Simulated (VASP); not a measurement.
**WSe2: from the relaxed cell to its vibrations**

What lattice, stiffness and vibrations does WSe2 have at one level of theory? The starting structure is a measured crystal structure from the Crystallography Open Database. All runs use PBEsol.

Main program and level: VASP 6.6.1; Kohn-Sham DFT with plane waves and PAW; PBEsol.

## (1) The structure

The structure is hexagonal, space group P6_3/mmc (No. 194). Conventional cell: a = 3.282 Å, b = 3.282 Å, c = 12.960 Å, α = 90.00°, β = 90.00°, γ = 120.00°. W has 6 Se at 2.53 Å nearest. Nearest to Se lie 3 W at 2.53 Å. Farther neighbours and most contacts between anions are not listed.

## (2) Relaxation

This run starts from the cell of an earlier relaxation, which isn't shown; the restart sets up the plane waves anew.

Input file INCAR:

```
SYSTEM = WSe2
PREC = Accurate
ENCUT = 500
EDIFF = 1E-07
NELM = 100
ISMEAR = 0
SIGMA = 0.03
LREAL = .FALSE.
ALGO = Normal
GGA = PS
NBANDS = 24
LASPH = .TRUE.
LORBIT = 11
LWAVE = .FALSE.
LCHARG = .FALSE.
KPAR = 8
IBRION = 2
NSW = 50
ISIF = 3
EDIFFG = -0.002
```

Input file POSCAR:

```
WSe2
1.0
    3.2684422191      0.0000000000      0.0000000000
   -1.6342211096      2.8305539926      0.0000000000
    0.0000000000      0.0000000000     13.2140826434
W Se
2 4
Direct
    0.6666666667      0.3333333333      0.7500000000
    0.3333333333      0.6666666667      0.2500000000
    0.6666666667      0.3333333333      0.3767079258
    0.3333333333      0.6666666667      0.8767079258
    0.6666666667      0.3333333333      0.1232920742
    0.3333333333      0.6666666667      0.6232920742
```

Input file KPOINTS:

```
Automatic mesh
0
Gamma
9 9 2
0 0 0
```

The projector-augmented-wave data sets are W and Se (PBE family, release 64).

Started as:

```console
$ mpirun -np 8 vasp_std
```

The program printed:

```text
[banner, memory and clock lines left out]
running    8 mpi-ranks, on    1 nodes
 distrk:  each k-point on    1 cores,    8 groups
 distr:  one band on    1 cores,    1 groups

 POSCAR found type information on POSCAR W Se
 POSCAR found :  2 types and       6 ions
|                                                                             |
|           W    W    AA    RRRRR   N    N  II  N    N   GGGG   !!!           |
|           W    W   A  A   R    R  NN   N  II  NN   N  G    G  !!!           |
|           W    W  A    A  R    R  N N  N  II  N N  N  G       !!!           |
|           W WW W  AAAAAA  RRRRR   N  N N  II  N  N N  G  GGG   !            |
|           WW  WW  A    A  R   R   N   NN  II  N   NN  G    G                |
|           W    W  A    A  R    R  N    N  II  N    N   GGGG   !!!           |
|                                                                             |
|     For optimal performance we recommend to set                             |
|       NCORE = 2 up to number-of-cores-per-socket                            |
|     NCORE specifies how many cores store one orbital (NPAR=cpu/NCORE).      |
|     This setting can greatly improve the performance of VASP for DFT.       |
|     The default, NCORE=1 might be grossly inefficient on modern             |
|     multi-core architectures or massively parallel machines. Do your        |
|     Unfortunately you need to use the default for GW and RPA                |
|     calculations (for HF NCORE is supported but not extensively tested      |
|     yet).                                                                   |
|                                                                             |

|                                                                             |
|               ----> ADVICE to this user running VASP <----                  |
|                                                                             |
|     You enforced a specific xc type in the INCAR file but a different       |
|     [... a line on the potential file left out ...]
|     I HOPE YOU KNOW WHAT YOU ARE DOING!                                     |
|                                                                             |

 LDA part: xc-table for (Slater+PW92), standard interpolation
 POSCAR, INCAR and KPOINTS ok, starting setup
 FFT: planning ... GRIDC
 FFT: planning ... GRID_SOFT
 FFT: planning ... GRID
 WAVECAR not read
 entering main loop
       N       E                     dE             d eps       ncg     rms          rms(c)
DAV:   1     0.179396483369E+03    0.17940E+03   -0.15402E+04  1152   0.127E+03
DAV:   2    -0.338569139118E+02   -0.21325E+03   -0.20423E+03  1568   0.263E+02
DAV:   3    -0.484175653692E+02   -0.14561E+02   -0.14446E+02  1536   0.669E+01
DAV:   4    -0.486986922816E+02   -0.28113E+00   -0.28024E+00  1544   0.991E+00
DAV:   5    -0.487051907421E+02   -0.64985E-02   -0.64962E-02  1592   0.126E+00    0.328E+01
DAV:   6    -0.471302016966E+02    0.15750E+01   -0.72118E+00  1720   0.128E+01    0.131E+01
DAV:   7    -0.468643605471E+02    0.26584E+00   -0.39868E+00  1544   0.101E+01    0.777E+00
DAV:   8    -0.466820171842E+02    0.18234E+00   -0.60091E-01  1576   0.464E+00    0.665E-01
DAV:   9    -0.466807295856E+02    0.12876E-02   -0.59424E-02  1600   0.128E+00    0.423E-01
DAV:  10    -0.466799401705E+02    0.78942E-03   -0.57839E-03  1520   0.431E-01    0.229E-01
DAV:  11    -0.466799148270E+02    0.25344E-04   -0.87534E-04  1448   0.153E-01    0.147E-01
DAV:  12    -0.466798993270E+02    0.15500E-04   -0.28440E-04  1616   0.972E-02    0.396E-02
DAV:  13    -0.466799018208E+02   -0.24938E-05   -0.20321E-05  1568   0.253E-02    0.880E-03
DAV:  14    -0.466799018156E+02    0.52009E-08   -0.15699E-06  1632   0.693E-03    0.453E-03
DAV:  15    -0.466799018665E+02   -0.50899E-07   -0.12538E-07  1064   0.216E-03
   1 F= -.46679902E+02 E0= -.46679902E+02  d E =-.466799E+02
 curvature:   0.00 expect dE= 0.000E+00 dE for cont linesearch  0.000E+00
 trial: gam= 0.00000 g(F)=  0.777E-06 g(S)=  0.199E-05 ort = 0.000E+00 (trialstep = 0.100E+01)
 search vector abs. value=  0.277E-05
 bond charge predicted
       N       E                     dE             d eps       ncg     rms          rms(c)
DAV:   1    -0.466799035865E+02   -0.17709E-05   -0.13553E-04  1272   0.630E-02    0.212E-02
DAV:   2    -0.466799015338E+02    0.20527E-05   -0.55433E-06  1328   0.125E-02    0.136E-02
DAV:   3    -0.466799012408E+02    0.29302E-06   -0.33932E-06  1368   0.796E-03    0.196E-03
DAV:   4    -0.466799012643E+02   -0.23524E-07   -0.80933E-08   872   0.158E-03
   2 F= -.46679901E+02 E0= -.46679901E+02  d E =0.602199E-06
 trial-energy change:    0.000001  1 .order    0.000001   -0.000003    0.000006
 step:   0.4788(harm=  0.3278)  dis= 0.00005  next Energy=   -46.679903 (dE=-0.756E-06)
 bond charge predicted
       N       E                     dE             d eps       ncg     rms          rms(c)
DAV:   1    -0.466799040028E+02   -0.27620E-05   -0.36541E-05  1272   0.328E-02    0.108E-02
DAV:   2    -0.466799033258E+02    0.67702E-06   -0.14998E-06  1312   0.659E-03    0.719E-03
DAV:   3    -0.466799027385E+02    0.58734E-06   -0.82775E-07  1320   0.404E-03    0.865E-04
DAV:   4    -0.466799027240E+02    0.14479E-07   -0.19985E-08   744   0.809E-04
   3 F= -.46679903E+02 E0= -.46679903E+02  d E =-.857462E-06
 curvature:  -0.16 expect dE=-0.146E-06 dE for cont linesearch -0.976E-07
 trial: gam= 0.00000 g(F)=  0.788E-07 g(S)=  0.858E-06 ort =-0.132E-05 (trialstep = 0.896E+00)
 search vector abs. value=  0.937E-06
 reached required accuracy - stopping structural energy minimisation
```

Run time: 14 s. Hardware: 8 MPI ranks of Intel Xeon 6975P-C (Granite Rapids), shared host; peak memory 2.3 GiB; 88 s of CPU time.

Lines that name or quote the potential files are left out of all logs, and their timing lines are given in words.

Parts of OUTCAR (step 2):

```text
ion  position               nearest neighbor table
   1  0.667  0.333  0.750-   4 2.52   6 2.52   4 2.52   6 2.52   4 2.52   6 2.52
   2  0.333  0.667  0.250-   3 2.52   5 2.52   3 2.52   5 2.52   3 2.52   5 2.52
   3  0.667  0.333  0.377-   2 2.52   2 2.52   2 2.52
   4  0.333  0.667  0.877-   1 2.52   1 2.52   1 2.52
   5  0.667  0.333  0.123-   2 2.52   2 2.52   2 2.52
   6  0.333  0.667  0.623-   1 2.52   1 2.52   1 2.52

  LATTYP: Found a hexagonal cell.
 ALAT       =     3.2684422191
 C/A-ratio  =     4.0429298600

 Subroutine GETGRP returns: Found 24 space group operations
 (whereof 12 operations were pure point group operations)

The static configuration has the point symmetry D_3d.
 The point group associated with its full space group is D_6h.

 Found     24 irreducible k-points:

   k-points           NKPTS =     24   k-points in BZ     NKDIM =     24   number of bands    NBANDS=     24

   dimension x,y,z NGX =    24 NGY =   24 NGZ =   96
   dimension x,y,z NGXF=    48 NGYF=   48 NGZF=  192

   ENCUT  =  500.0 eV  36.75 Ry    6.06 a.u.   5.96  5.96 24.09*2*pi/ulx,y,z

   NELECT =      36.0000    total number of electrons

 k-points in reciprocal lattice and weights: Automatic mesh
   0.00000000  0.00000000  0.00000000       0.006
   0.11111111  0.00000000  0.00000000       0.037
   0.22222222  0.00000000  0.00000000       0.037
   0.33333333 -0.00000000  0.00000000       0.037
   0.44444444  0.00000000  0.00000000       0.037
   0.11111111  0.11111111  0.00000000       0.037
   0.22222222  0.11111111  0.00000000       0.074
   0.33333333  0.11111111  0.00000000       0.074
   0.44444444  0.11111111  0.00000000       0.037
[...]
0.33333333  0.22222222  0.50000000       0.074
   0.33333333  0.33333333  0.50000000       0.012

 average (electrostatic) potential at core
       1 -40.5209       2 -40.5209       3 -53.2525       4 -53.2525       5 -53.2525
       6 -53.2525

 E-fermi :   5.1405

 k-point     1 :       0.0000    0.0000    0.0000
  band No.  band energies     occupation
    ...
     14       3.6462      2.00000
     15       3.6462      2.00000
     16       3.8531      2.00000
     17       3.9192      2.00000
     18       5.0123      2.00000
     19       7.8416      0.00000
     20       7.8416      0.00000
     21       7.8832      0.00000
     22       7.8832      0.00000
     23       7.9614      0.00000
    ...

 k-point     2 :       0.1111    0.0000    0.0000
  band No.  band energies     occupation
    ...
     14       3.3410      2.00000
     15       3.5066      2.00000
     16       3.9620      2.00000
     17       4.1696      2.00000
     18       4.7469      2.00000
     19       7.2667      0.00000
     20       7.4808      0.00000
     21       7.6022      0.00000
     22       7.6093      0.00000
     23       7.7007      0.00000
    ...

 k-point     3 :       0.2222    0.0000    0.0000
  band No.  band energies     occupation
    ...
     14       3.0953      2.00000
     15       3.1486      2.00000
     16       3.7147      2.00000
     17       3.8379      2.00000
     18       4.0160      2.00000
     19       6.4390      0.00000
     20       7.2566      0.00000
     21       7.3191      0.00000
     22       7.3435      0.00000
     23       7.4700      0.00000
    ...

  Total        0.0030456      0.0030456      0.0093900     -0.0000000      0.0000000      0.0000000
  in kB        0.0399190      0.0399190      0.1230751     -0.0000000      0.0000000      0.0000000
  external PRESSURE =       0.0676377 kB  Pullay stress =       0.0000000 kB

  energy-cutoff  :      500.00
  volume of cell :      122.24
      direct lattice vectors                 reciprocal lattice vectors
     3.268321321  0.000000000 -0.000000000     0.305967468  0.176650400 -0.000000000
    -1.634160660  2.830449292  0.000000000    -0.000000000  0.353300800  0.000000000
     0.000000000  0.000000000 13.213678796     0.000000000 -0.000000000  0.075679152

 POSITION                                       TOTAL-FORCE (eV/Angst)
 -----------------------------------------------------------------------------------
      1.63416      0.94348      9.91026        -0.000000      0.000000     -0.000000
     -0.00000      1.88697      3.30342         0.000000      0.000000     -0.000000
      1.63416      0.94348      4.97765        -0.000000     -0.000000      0.000639
     -0.00000      1.88697     11.58449         0.000000     -0.000000      0.000639
      1.63416      0.94348      1.62919         0.000000      0.000000     -0.000639
     -0.00000      1.88697      8.23603        -0.000000     -0.000000     -0.000639
 -----------------------------------------------------------------------------------
    total drift:                               -0.000000      0.000000     -0.000000

  FREE ENERGIE OF THE ION-ELECTRON SYSTEM (eV)
  ---------------------------------------------------
  free  energy   TOTEN  =       -46.6799027240 eV

  energy  without entropy=      -46.6799027240  energy(sigma->0) =      -46.67990272

 reached required accuracy - stopping structural energy minimisation

 total charge
# of ion       s       p       d       tot
------------------------------------------
    1        0.539   0.633   4.238   5.411
    2        0.539   0.633   4.238   5.411
    3        1.477   2.345   0.072   3.894
    4        1.477   2.345   0.072   3.894
    5        1.477   2.345   0.072   3.894
    6        1.477   2.345   0.072   3.894
--------------------------------------------------
tot          6.984  10.647   8.766  26.397

[... 3 further parts left out ...]
```

The PAW data sets were made with PBE, which is usual practice but a small mismatch for other functionals. The data set W keeps the semicore shell frozen, which is cheaper and a little less accurate. The run keeps the 24 symmetry operations of its start, so it cannot find a distortion of lower symmetry.

The relaxed cell holds 20.373 Å³ an atom, with a = 3.268 Å (-0.4 % against the database cell) and c = 13.214 Å (+2.0 % against the database cell). Pressures at 0.985 and 1.015 times this volume, from two more relaxations that aren't shown, give a bulk modulus of 24.3 GPa.

## (3) Elastic constants

Input file INCAR:

```
SYSTEM = WSe2
PREC = Accurate
ENCUT = 700
EDIFF = 1E-08
NELM = 100
ISMEAR = 0
SIGMA = 0.03
LREAL = .FALSE.
ALGO = Normal
GGA = PS
NBANDS = 24
LASPH = .TRUE.
LORBIT = 11
LWAVE = .FALSE.
LCHARG = .FALSE.
KPAR = 8
IBRION = 6
NFREE = 2
POTIM = 0.015
ISIF = 3
NSW = 1
```

Input file POSCAR:

```
WSe2
1.0
    3.2683213207      0.0000000000      0.0000000000
   -1.6341606604      2.8304492915      0.0000000000
    0.0000000000      0.0000000000     13.2136787959
W Se
2 4
Direct
    0.6666666667      0.3333333333      0.7500000000
    0.3333333333      0.6666666667      0.2500000000
    0.6666666667      0.3333333333      0.3767044172
    0.3333333333      0.6666666667      0.8767044172
    0.6666666667      0.3333333333      0.1232955828
    0.3333333333      0.6666666667      0.6232955828
```

KPOINTS is that of step 2.

Started as:

```console
$ mpirun -np 8 vasp_std
```

The program printed:

```text
[banner, memory and clock lines left out]
running    8 mpi-ranks, on    1 nodes
[...]
[... a notice as in an earlier step ...]

 [... a notice as in an earlier step ...]

 LDA part: xc-table for (Slater+PW92), standard interpolation
 POSCAR, INCAR and KPOINTS ok, starting setup
[...]
entering main loop
       N       E                     dE             d eps       ncg     rms          rms(c)
DAV:   1     0.224296548092E+03    0.22430E+03   -0.18546E+04  1152   0.167E+03
DAV:   2    -0.283031877818E+02   -0.25260E+03   -0.24352E+03  1536   0.300E+02
DAV:   3    -0.482750474911E+02   -0.19972E+02   -0.19780E+02  1544   0.776E+01
DAV:   4    -0.486953712868E+02   -0.42032E+00   -0.41804E+00  1560   0.124E+01
[...]
DAV:  15    -0.466821786659E+02   -0.82557E-07   -0.13722E-07  1536   0.224E-03    0.261E-03
DAV:  16    -0.466821785742E+02    0.91724E-07   -0.52506E-08  1440   0.112E-03    0.127E-03
DAV:  17    -0.466821785829E+02   -0.86800E-08   -0.13816E-08  1056   0.680E-04
[...]
2 F= -.46662380E+02 E0= -.46662380E+02  d E =-.553762E-15
   3 F= -.46660170E+02 E0= -.46660170E+02  d E =-.609567E-20
   4 F= -.46662302E+02 E0= -.46662302E+02  d E =-.114736E-18
   5 F= -.46660264E+02 E0= -.46660264E+02  d E =-.113438E-15
   6 F= -.46659156E+02 E0= -.46659156E+02  d E =-.156641E-19
   7 F= -.46657340E+02 E0= -.46657340E+02  d E =-.780677E-12
   8 F= -.46674577E+02 E0= -.46674577E+02  d E =-.678260E-18
   9 F= -.46674577E+02 E0= -.46674577E+02  d E =-.679921E-18
  10 F= -.46670652E+02 E0= -.46670652E+02  d E =-.872552E-12
  11 F= -.46670652E+02 E0= -.46670652E+02  d E =-.869021E-12
  12 F= -.46670653E+02 E0= -.46670653E+02  d E =-.132981E-11
  13 F= -.46670653E+02 E0= -.46670653E+02  d E =-.132671E-11
  14 F= -.46680035E+02 E0= -.46680035E+02  d E =-.110927E-11
  15 F= -.46680035E+02 E0= -.46680035E+02  d E =-.996216E-12
  16 F= -.46678858E+02 E0= -.46678858E+02  d E =-.956075E-12
  17 F= -.46678858E+02 E0= -.46678858E+02  d E =-.956078E-12
  18 F= -.46681147E+02 E0= -.46681147E+02  d E =-.138601E-11
  19 F= -.46681147E+02 E0= -.46681147E+02  d E =-.136122E-11
  20 F= -.46680341E+02 E0= -.46680341E+02  d E =-.266253E-11
  21 F= -.46680307E+02 E0= -.46680307E+02  d E =-.765214E-12
 Finite differences progress:
  Degree of freedom:  10/ 10
  Displacement:        2/  2
  Total:              20/ 20
```

Wall time 6.9 min (8 MPI ranks); peak memory 6.4 GiB; 44 min of CPU time.

OUTCAR, selected parts (step 3):

```text
  Total        0.1938738      0.1938738      0.4721014     -0.0000000      0.0000000     -0.0000000
  in kB        2.5411244      2.5411244      6.1878812     -0.0000000      0.0000000     -0.0000000
  external PRESSURE =       3.7567100 kB  Pullay stress =       0.0000000 kB

 POSITION                                       TOTAL-FORCE (eV/Angst)
 -----------------------------------------------------------------------------------
      1.63416      0.94348      9.91026         0.000000     -0.000000      0.000191
     -0.00000      1.88697      3.30342         0.000000     -0.000000     -0.224030
      1.63416      0.94348      4.96265        -0.000000      0.000000      0.252024
     -0.00000      1.88697     11.58449         0.000000     -0.000000     -0.000145
      1.63416      0.94348      1.62919        -0.000000     -0.000000     -0.026055
     -0.00000      1.88697      8.23603        -0.000000      0.000000     -0.001985
 -----------------------------------------------------------------------------------
    total drift:                               -0.000000      0.000000     -0.000031

  FREE ENERGIE OF THE ION-ELECTRON SYSTEM (eV)
  ---------------------------------------------------
  free  energy   TOTEN  =       -46.6803073601 eV

  energy  without entropy=      -46.6803073601  energy(sigma->0) =      -46.68030736

[... 1 part as in an earlier step ...]

[... 2 further parts left out ...]
[key lines of the parts left out:]
E-fermi :   5.1510
```

The last energy, forces and stress in OUTCAR belong to the last displaced cell, not to that of POSCAR.

The elastic tensor has C11 = 198.2, C12 = 36.8, C44 = 13.5 GPa, among others; its Hill averages are a bulk modulus of 41.1 and a shear modulus of 34.2 GPa.

[end of part 1 of 2]

[Lines on the potential files, build, host, timing and source positions are cut from VASP's logs without a mark.]

[Logs are printed without paths, hosts, clocks, repeated set-up lines and the standing remarks that a program may print on its own settings, such as how far it seeks lower states.]

[Hosts, paths, dates, database ids (printed as entryN), source tags and the programs' standing remarks are cut or masked in the printed files.]
